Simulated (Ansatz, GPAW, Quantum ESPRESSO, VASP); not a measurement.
# One structure in several programs: CdPd (P1, 2 atoms in the cell)

Self-consistent single point.

```
CdPd
1.0
    3.03726     0.00000     0.00000
    0.00000     3.03726     0.00000
    0.00000     0.00000     3.69349
Cd Pd
1 1
Direct
  0.98910   0.00840   0.99958
  0.51090   0.49160   0.50042
```

Shared settings, as Ansatz (a program for electronic structure) writes them: kpoints.mp_grid.grid = 9 9 8; scf.occupations.method = fermi_dirac; scf.occupations.width = 0.0073 Ry. Potentials and cutoffs stand in the table.

```tsv
code	model	pressure (GPa)	largest force (eV/Å)	cutoff
GPAW	PBEsol, GPAW PAW datasets PBEsol (made by gpaw-setup)	-4.19	0.322	550 eV
Ansatz	PBEsol, PAW files made with PBE	-3.96	0.325	default
VASP	PBEsol, VASP's PBE PAW potentials (set 64)	-3.24	0.335	300 eV
Quantum ESPRESSO	PBEsol, GBRV 1.5 ultrasoft (PBESOL) pseudopotentials	-3.69	0.334	40 Ry
```

On Ansatz's run: spin polarisation is off.

The spread over the programs that give each value: pressure within 0.95 GPa; largest force within 0.013 eV/Å.

Ansatz's pressure is given at a fixed set of plane waves, as the other plane-wave codes print theirs; with its correction for the finite basis it is -3.93 GPa.

VASP's run is marked for a possible Pulay error in its stress at this cutoff; no cutoff test was made.

The starting cell comes from a database of computed structures (which also holds hypothetical and non-ambient phases and stackings), without a prior relaxation at this level. Its atoms were displaced at random from the sites of space group no. 123.

Left out of this page: CP2K, Elk and SIESTA (not drawn, or without a comparable value).

Keys are those of Ansatz 0.2.
